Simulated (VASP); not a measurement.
GaF:

```
Ga F
1.0
     3.16592    0.00000    0.00000
     0.00000    3.16592    0.00000
     0.00000    0.00000    3.16592
Ga F
1 1
Direct
  0.00000 0.00000 0.00000
  0.50000 0.50000 0.50000
```

The cell was built by a generator and needn't be a form met in nature.

```yaml
Program: VASP 6.6.1
Task: relaxation of cell and atoms
Functional: B3LYP
Potentials_or_basis: VASP PAW PBE potentials, release 64 (Ga_d, F)
Cutoff: 600 eV
k_mesh: 4 × 4 × 4
Occupations: fermi-dirac, width 0.05 eV
Spin: no spin polarisation
```

At the start: pressure 2.4 GPa; volume 15.87 Å³/atom.

Problem. Where does the relaxation end?

Solution. Over 7 steps the energy falls by 6.3 meV/atom and the volume is 16.74 Å³/atom (+5.5 %); space group Pm-3m (No. 221, to 0.05 Å).

The path:
```csv
step,energy change (eV),largest force (eV/Å),pressure (GPa),volume (Å³)
1,0.0000,0.0000,2.38,31.73
2,-0.0110,0.0000,0.72,32.83
3,-0.0124,0.0000,0.24,33.20
4,-0.0118,0.0000,-0.64,33.97
5,-0.0126,0.0000,0.14,33.41
6,-0.0125,0.0000,-0.31,33.65
7,-0.0127,0.0000,0.03,33.48
```

Final structure:
```
CELL_PARAMETERS angstrom
3.22310 0.00000 0.00000
0.00000 3.22310 0.00000
0.00000 0.00000 3.22310
ATOMIC_POSITIONS crystal
Ga 0.00000 0.00000 0.00000
F 0.50000 0.50000 0.50000
```

Caveat: the k mesh is coarse (spacing up to 0.50 Å⁻¹), so the values aren't converged, least of all with exact exchange; the PAW data sets were made with another functional, which shifts forces and pressure a little.
